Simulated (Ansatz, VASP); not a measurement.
**One calculation of Ta4W, two programs**

```
Ta W
1.0
     2.32466    1.34214    4.75710
    -2.32466    1.34214    4.75710
     0.00000   -2.68428    4.75710
Ta W
4 1
Cartesian
  0.0000 0.0000 12.8064
  0.0000 0.0000 1.4649
  0.0000 0.0000 9.9267
  0.0000 0.0000 4.3446
  0.0000 0.0000 7.1356
```

Alike in both runs: functional PBE; k mesh 6 × 6 × 6; occupations gaussian, width 0.1 eV; no spin polarisation.

Ansatz relaxed the structure, and its values are those at the end. VASP's run is a single point on that final structure, the one shown.

|  | VASP | Ansatz |
| --- | --- | --- |
| version | VASP 6.6.1 | Ansatz 0.2.0 |
| potentials or method | VASP PAW PBE potentials, release 64 (Ta_pv, W_sv) | scalar-relativistic, plane waves, PAW |
| plane-wave cutoff (eV) | 520 | 420 |
| valence electrons in the cell | 58 | 66 |

|  | VASP | Ansatz | Ansatz less VASP |
| --- | --- | --- | --- |
| gap on the k mesh at the Fermi level (eV) | none | none | - |
| pressure (GPa) | 0.0 | -0.2 | -0.16 |
| rms of the force components (eV/Å) | 0.012 | 0.014 | +0.0022 |

A gap of «none» marks a metal or a gap that the smearing closes. The two sets of potentials don't hold the same shells in valence.

The runs have no spin-orbit coupling, so splittings on Ta, W are missing.
